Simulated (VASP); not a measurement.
**Na2HF: relaxation of cell and atoms with PBE**

Na2HF:

```
CELL_PARAMETERS angstrom
3.29288 0.00000 0.00000
-1.64644 2.85172 0.00000
0.00000 0.00000 5.79966
ATOMIC_POSITIONS crystal
Na 0.66667 0.33333 0.25475
Na 0.66667 0.33333 0.74525
H 0.00000 0.00000 0.00000
F 0.33333 0.66667 0.50000
```

The cell was built by a generator and needn't be a form met in nature.

- Program: VASP 6.6.1
- Task: relaxation of cell and atoms
- Functional: PBE
- Potentials or basis: VASP PAW PBE potentials, release 64 (Na_pv, H, F)
- Cutoff: 600 eV
- k mesh: 9 × 9 × 4
- Occupations: gaussian, width 0.02 eV
- Spin: no spin polarisation
- Dipole correction: no
- Further INCAR settings: ALGO = Normal; EDIFF = 1e-06; IBRION = 2; EDIFFG = -0.01; NSW = 100; ISIF = 3

```
Relaxed volume                         : 13.52 Å³/atom
Relaxed cell                           : a = 3.289 Å, b = 3.289 Å, c = 5.773 Å, α = 90.00°, β = 90.00°, γ = 120.00°
Space group after relaxing (to 0.05 Å) : P-6m2 (No. 187)
Energy gained by relaxing              : 0.1 meV/atom
Ionic steps                            : 5
Pressure after relaxing                : 0.0 GPa
Largest force after relaxing           : 0.009 eV/Å
Band gap on the k mesh                 : 3.20 eV, indirect (least direct gap 5.13 eV)
```

Forces in eV/Å, atoms in the order of the input:
```
Na   0.000  0.000 -0.009
Na   0.000  0.000  0.009
H    0.000  0.000  0.000
F    0.000  0.000  0.000
```

The path:
```tsv
step	energy change (eV)	largest force (eV/Å)	pressure (GPa)	volume (Å³)
1	0.0000	0.0388	-0.21	54.46
2	-0.0003	0.0279	-0.08	54.32
3	-0.0005	0.0190	-0.03	54.20
4	-0.0006	0.0009	0.08	53.97
5	-0.0006	0.0090	0.01	54.07
```

Final structure:
```cif
data_structure
_symmetry_space_group_name_H-M 'P 1'
_symmetry_Int_Tables_number 1
_cell_length_a 3.2887
_cell_length_b 3.2887
_cell_length_c 5.7727
_cell_angle_alpha 90.000
_cell_angle_beta 90.000
_cell_angle_gamma 120.000
_cell_volume 54.07
loop_
_atom_site_label
_atom_site_type_symbol
_atom_site_fract_x
_atom_site_fract_y
_atom_site_fract_z
_atom_site_occupancy
Na1 Na 0.66667 0.33333 0.25383 1
Na2 Na 0.66667 0.33333 0.74617 1
H1 H 0.00000 0.00000 0.00000 1
F1 F 0.33333 0.66667 0.50000 1
```

Levels at points of the mesh, in eV from the valence-band top:
| k point | band 9 | band 10 | band 11 | band 12 | band 13 | band 14 |
| --- | --- | --- | --- | --- | --- | --- |
| (0.00, 0.00, 0.00) | -2.87 | -2.87 | -2.65 | 5.32 | 5.67 | 11.34 |
| (0.00, 0.00, 0.50) | -2.87 | -2.87 | -1.94 | 3.20 | 9.55 | 9.70 |

Wall time 41 s on 1 thread of Intel(R) Xeon(R) 6975P-C (Granite Rapids) (shared host), peak memory 0.2 GiB.

Caveat: an odd mesh through Γ misses points on the zone boundary, where band edges often lie. PBE gaps usually lie below the measured ones, often by a third to a half.
